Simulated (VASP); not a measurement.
Write the native input for VASP 6.6.1 that does the following.

| Quantity | Value |
| --- | --- |
| Task | relaxation of cell and atoms |
| Functional | RPBE |
| Potentials or basis | VASP PAW PBE potentials, release 64 (Na_pv, Te, H) |
| Cutoff | 600 eV |
| k mesh | 6 × 6 × 6 |
| Occupations | gaussian, width 0.03 eV |
| Spin | no spin polarisation |
| Further INCAR settings | ALGO = Normal; EDIFF = 1e-06; IBRION = 2; EDIFFG = -0.01; NSW = 90; ISIF = 3 |

The structure of Na3TeH lies in POSCAR:

```
Na3TeH
1.0
    4.7671700000      0.0000000000      0.0000000000
    0.0000000000      4.7671700000      0.0000000000
    0.0000000000      0.0000000000      4.7671700000
Na Te H
3 1 1
Direct
    0.5000000000      0.0000000000      0.5000000000
    0.0000000000      0.5000000000      0.5000000000
    0.5000000000      0.5000000000      0.0000000000
    0.0000000000      0.0000000000      0.0000000000
    0.5000000000      0.5000000000      0.5000000000
```

The cell was built by a generator and needn't be a form met in nature.

The input as run:

INCAR

```
SYSTEM = Na3TeH
ALGO     = Normal         ! electronic algorithm
EDIFF    = 1E-6           ! SCF threshold, eV
EDIFFG   = -0.01          ! ionic threshold
ENCUT    = 600            ! plane-wave cutoff, eV
GGA      = RP             ! functional
IBRION   = 2              ! ionic algorithm
ISIF     = 3              ! what is computed and relaxed
ISMEAR   = 0              ! smearing method
LASPH    = .TRUE.         ! aspherical terms in the spheres
LCHARG   = .FALSE.        ! write CHGCAR
LREAL    = .FALSE.        ! projectors in reciprocal space
LWAVE    = .FALSE.        ! write WAVECAR
NELM     = 80             ! most SCF steps
NSW      = 90             ! ionic steps
PREC     = Accurate       ! precision mode
SIGMA    = 0.03           ! smearing width, eV
```

KPOINTS

```
k-points
0
G
  6 6 6
  0 0 0
```

Potentials or basis: VASP PAW PBE potentials, release 64 (Na_pv, Te, H).

Command:

```bash
$ cat potpaw_PBE.64/Na_pv/POTCAR potpaw_PBE.64/Te/POTCAR potpaw_PBE.64/H/POTCAR > POTCAR
$ mpirun -np 1 vasp_std > vasp.out
```

Results of the run:

```json
{"Relaxed volume": "22.75 Å³/atom", "Relaxed cell": "a = 4.845 Å, b = 4.845 Å, c = 4.845 Å, α = 90.00°, β = 90.00°, γ = 90.00°", "Space group after relaxing (to 0.05 Å)": "Pm-3m (No. 221)", "Energy gained by relaxing": "3.8 meV/atom", "Ionic steps": "3", "Pressure after relaxing": "0.0 GPa", "Band gap on the k mesh": "2.62 eV, indirect (least direct gap 2.79 eV)"}
```

Caveat: the PAW data sets were made with another functional, which shifts forces and pressure a little; spin-orbit coupling is left out, which moves the levels of the heavy elements.

It took 41 s on 1 thread of Intel(R) Xeon(R) 6975P-C (Granite Rapids) (shared host), peak memory 0.27 GiB.
